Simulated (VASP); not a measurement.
VASP runs on MgTe (zinc blende) share one base input (PBE GGA, plane waves, VASP's PBE PAW potentials (set 64)) and change the settings named in each case.

### POSCAR
```
MgTe
4.6304180
  0.0000000000   0.7071067882   0.7071067882
  0.7071067882   0.0000000000   0.7071067882
  0.7071067882   0.7071067882   0.0000000000
Mg Te
1 1
Direct
  0.0000000000   0.0000000000   0.0000000000
  0.2500000000   0.2500000000   0.2500000000
```

### INCAR
```
SYSTEM = MgTe
PREC = Accurate
ENCUT = 400
EDIFF = 1E-6
NELM = 100
ALGO = Normal
LREAL = .FALSE.
LASPH = .TRUE.
ISMEAR = 0
SIGMA = 0.05
GGA = PE
LMAXMIX = 4
LWAVE = .FALSE.
LCHARG = .FALSE.
ISIF = 2
```

**KPOINTS**
```
K-points
0
G
  6 6 6
0 0 0
```

POTCAR, in this order: Mg Te (PBE.64 set). Program: vasp_std.

| change | E(σ→0) (eV/atom) | irreducible k-points |
|---|---|---|
| base run | -3.1999 | 16 |
| KPOINTS 4×4×4 Γ-centred mesh | (withheld) | 8 |
| KPOINTS 10×10×10 Γ-centred mesh | -3.2007 | 47 |
| KPOINTS 11×11×11 Γ-centred mesh | -3.2007 | 56 |
| KPOINTS 12×12×12 Γ-centred mesh | -3.2007 | 72 |

Task: What belongs in the gaps?

Result: 
- KPOINTS 4×4×4 Γ-centred mesh, E(σ→0) (eV/atom): -3.1872

Unless said otherwise, spin-orbit coupling is left out, though it shifts the bands of the heavy elements here.

Left out are runs that ran out of time, are held back, or changed the cell or the kind of run, fixed moments of cells without a moment, rows past the twelfth, gaps on odd meshes, pressures of charged cells and columns that move by less than the noise.

The compound is MgTe in the zinc blende structure, whereas wurtzite is the usual form. The cell was not relaxed at this level.
